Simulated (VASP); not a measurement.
Computed with r2SCAN meta-GGA, VASP's PBE PAW potentials (set 64) (plane waves; VASP).

A VASP calculation is set up with these files.

### POSCAR
```
Au
1.0
 -1.6572700000   1.6572700000   1.6572700000
  1.6572700000  -1.6572700000   1.6572700000
  1.6572700000   1.6572700000  -1.6572700000
Au
1
Direct
  0.0000000000   0.0000000000   0.0000000000
```

File KPOINTS:
```
Automatic mesh
0
Gamma
14 14 14
0 0 0
```

INCAR:
```
SYSTEM = Au
PREC = Accurate
ENCUT = 400
EDIFF = 1E-6
NELM = 100
ALGO = Normal
LREAL = .FALSE.
LASPH = .TRUE.
ISMEAR = 1
SIGMA = 0.1
METAGGA = R2SCAN
LMIXTAU = .TRUE.
LMAXMIX = 6
LWAVE = .FALSE.
LCHARG = .FALSE.
IBRION = 2
ISIF = 3
NSW = 60
EDIFFG = -0.01
```

POTCAR, in this order: Au (PBE.64 set). Program: vasp_std.

Output

File OSZICAR:
```
       N       E                     dE             d eps       ncg     rms          rms(c)
DAV:   1    -0.185229271300E+02   -0.18523E+02   -0.50639E+03  2184   0.884E+02
DAV:   2    -0.543459640034E+02   -0.35823E+02   -0.33336E+02  1963   0.172E+02
DAV:   3    -0.546167935352E+02   -0.27083E+00   -0.27068E+00  2154   0.159E+01
DAV:   4    -0.546177118731E+02   -0.91834E-03   -0.91833E-03  2017   0.997E-01
DAV:   5    -0.546177210087E+02   -0.91356E-05   -0.91368E-05  2015   0.974E-02    0.773E+00
DAV:   6    -0.502439638837E+02    0.43738E+01   -0.57844E+00  1886   0.229E+01    0.635E+00
DAV:   7    -0.505385880906E+02   -0.29462E+00   -0.46413E-01  1887   0.512E+00    0.360E+00
DAV:   8    -0.505435235618E+02   -0.49355E-02   -0.74310E-02  1886   0.202E+00    0.164E-01
DAV:   9    -0.505596615570E+02   -0.16138E-01   -0.23963E-02  1897   0.117E+00    0.478E-02
DAV:  10    -0.505604112635E+02   -0.74971E-03   -0.10390E-03  1902   0.309E-01    0.330E-02
DAV:  11    -0.505605746846E+02   -0.16342E-03   -0.57153E-04  1962   0.190E-01    0.363E-02
DAV:  12    -0.505605617247E+02    0.12960E-04   -0.29754E-05  1894   0.622E-02    0.122E-02
DAV:  13    -0.505605693731E+02   -0.76484E-05   -0.11592E-05  1941   0.320E-02    0.391E-03
DAV:  14    -0.505605708891E+02   -0.15159E-05   -0.31083E-06  1073   0.126E-02    0.679E-04
DAV:  15    -0.505605712473E+02   -0.35818E-06   -0.45548E-07   950   0.537E-03
   1 F= -.50560571E+02 E0= -.50560466E+02  d E =-.505606E+02
       N       E                     dE             d eps       ncg     rms          rms(c)
DAV:   1    -0.513713312425E+02   -0.81076E+00   -0.17876E+01  1885   0.468E+01    0.557E+00
DAV:   2    -0.505264228241E+02    0.84491E+00   -0.33124E+00  1883   0.163E+01    0.139E+00
DAV:   3    -0.505354283956E+02   -0.90056E-02   -0.76749E-02  1903   0.321E+00    0.142E+00
DAV:   4    -0.505500058063E+02   -0.14577E-01   -0.41629E-02  1895   0.147E+00    0.870E-01
DAV:   5    -0.505498458237E+02    0.15998E-03   -0.38627E-03  1917   0.680E-01    0.130E-01
DAV:   6    -0.505502834736E+02   -0.43765E-03   -0.28753E-03  1949   0.677E-01    0.365E-02
DAV:   7    -0.505509008425E+02   -0.61737E-03   -0.36986E-04  1924   0.246E-01    0.273E-02
DAV:   8    -0.505509086807E+02   -0.78382E-05   -0.67882E-05  1899   0.647E-02    0.589E-03
DAV:   9    -0.505509199578E+02   -0.11277E-04   -0.18250E-06  1348   0.138E-02    0.102E-03
DAV:  10    -0.505509166706E+02    0.32872E-05   -0.57093E-08   936   0.278E-03    0.791E-04
DAV:  11    -0.505509197497E+02   -0.30790E-05   -0.96550E-08   936   0.367E-03    0.370E-04
DAV:  12    -0.505509187955E+02    0.95410E-06   -0.33029E-08   936   0.171E-03
   2 F= -.50550919E+02 E0= -.50550992E+02  d E =0.965245E-02
       N       E                     dE             d eps       ncg     rms          rms(c)
DAV:   1    -0.508401528027E+02   -0.28923E+00   -0.58899E+00  1886   0.272E+01    0.341E+00
DAV:   2    -0.505507629735E+02    0.28939E+00   -0.10818E+00  1884   0.927E+00    0.139E+00
DAV:   3    -0.505686517053E+02   -0.17889E-01   -0.26716E-02  1898   0.177E+00    0.124E+00
DAV:   4    -0.505491329408E+02    0.19519E-01   -0.10132E-01  1905   0.243E+00    0.446E-01
DAV:   5    -0.505705873801E+02   -0.21454E-01   -0.42307E-02  1874   0.168E+00    0.843E-02
DAV:   6    -0.505708535398E+02   -0.26616E-03   -0.57546E-04  1923   0.268E-01    0.160E-02
DAV:   7    -0.505708845715E+02   -0.31032E-04   -0.78204E-05  1890   0.114E-01    0.739E-03
DAV:   8    -0.505709042098E+02   -0.19638E-04   -0.61675E-06  1915   0.265E-02    0.217E-03
DAV:   9    -0.505708961450E+02    0.80648E-05   -0.68909E-07   983   0.896E-03    0.120E-03
DAV:  10    -0.505708986110E+02   -0.24660E-05   -0.39703E-08   936   0.211E-03    0.895E-04
DAV:  11    -0.505708976407E+02    0.97035E-06   -0.32624E-08   936   0.213E-03
   3 F= -.50570898E+02 E0= -.50571013E+02  d E =-.103264E-01
```

OUTCAR:
```
------------------------ aborting loop because EDIFF is reached ----------------------------------------
  FORCE on cell =-STRESS in cart. coord.  units (eV):
  Direction    XX          YY          ZZ          XY          YZ          ZX
  --------------------------------------------------------------------------------------
  Total       -0.0058803     -0.0058803     -0.0058803      0.0000000     -0.0000000      0.0000000
  in kB       -0.5359881     -0.5359881     -0.5359881      0.0000000     -0.0000000      0.0000000
  external PRESSURE =      -0.5359881 kB  Pullay stress =       0.0000000 kB
  volume of cell :       17.58
      direct lattice vectors                 reciprocal lattice vectors
    -1.637944978  1.637944978  1.637944978     0.000000000  0.305260559  0.305260559
     1.637944978 -1.637944978  1.637944978     0.305260559  0.000000000  0.305260559
     1.637944978  1.637944978 -1.637944978     0.305260559  0.305260559  0.000000000
 POSITION                                       TOTAL-FORCE (eV/Angst)
 -----------------------------------------------------------------------------------
      0.00000     -0.00000      0.00000         0.000000      0.000000     -0.000000
 -----------------------------------------------------------------------------------
    total drift:                                0.000000     -0.000000      0.000000
  FREE ENERGIE OF THE ION-ELECTRON SYSTEM (eV)
  ---------------------------------------------------
  free  energy   TOTEN  =       -50.5708976407 eV

  energy  without entropy=      -50.5712441830  energy(sigma->0) =      -50.57101315

 reached required accuracy - stopping structural energy minimisation
```
(Selected blocks of OUTCAR.)

File CONTCAR:
```
Au
   1.00000000000000
    -1.6379449778864734    1.6379449778864734    1.6379449778864734
     1.6379449778864734   -1.6379449778864734    1.6379449778864734
     1.6379449778864734    1.6379449778864734   -1.6379449778864734
  Au
     1
Direct
     0.0000000000000000    0.0000000000000000    0.0000000000000000
```

Energy and stress use the plane-wave basis of the starting cell.

The structure comes from a computed database's Au entry (Im-3m); how it stands against other phases isn't given here. This run relaxes it. Symmetry was kept, so distortions that lower it aren't found.
